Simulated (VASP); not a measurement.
Given:

```
AsB
1.0
    0.00000     2.39000     2.39000
    2.39000     0.00000     2.39000
    2.39000     2.39000     0.00000
B As
1 1
Direct
  0.00000   0.00000   0.00000
  0.25000   0.25000   0.25000
```

All values below come from PBE GGA, VASP's PBE PAW potentials (set 64) (plane waves; VASP 6.6.1). Numerical set-up: 400 eV cut-off, 8×8×8 Γ-centred mesh, Fermi-Dirac smearing of 0.050 eV, potentials B As.

**Question.** Give the energies of bands 2 to 7 at the high-symmetry points, in eV from the valence-band maximum.

**Answer.** 
```
band     Γ      X      U      L      W
----  ----  -----  -----  -----  -----
2     0.00  -8.52  -8.14  -8.78  -8.06
3     0.00  -4.07  -5.94  -1.82  -5.48
4     0.00  -4.07  -3.48  -1.82  -5.19
5     3.27   1.43   2.04   2.68   5.24
6     3.27   1.44   5.53   4.78   5.93
7     3.27  11.35   9.20   4.78   6.80
```

The gap is indirect, 1.18 eV, from the valence maximum at Γ to the conduction minimum at Γ-X at 0.78.

The structure is a typed BAs crystal (F-43m). The cell was not relaxed at this level.
